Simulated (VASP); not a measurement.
Consider the following.

```xyz
2
Lattice="0.0000 2.9126 2.9126 2.9126 0.0000 2.9126 2.9126 2.9126 0.0000" Properties=species:S:1:pos:R:3 pbc="T T T"
Ag     0.0000     0.0000     0.0000
Br     2.9126     2.9126     2.9126
```

These are PW91 GGA, VASP's PBE PAW potentials (set 64) (plane waves; VASP 6.6.1) values and carry that method's errors. Numerical set-up: 520 eV cut-off, Gaussian smearing of 0.050 eV, potentials Ag Br.

Problem. Predict the band gap (along the path) with the smallest direct gap where there is one.

Solution. 
```json
{
  "band gap (along the path)": "0.68 eV",
  "smallest direct gap (along the path)": "2.45 eV"
}
```

The absolute energy has meaning only against runs of the same code, potentials and settings.

The compound is AgBr in the rock salt structure. It was relaxed first.
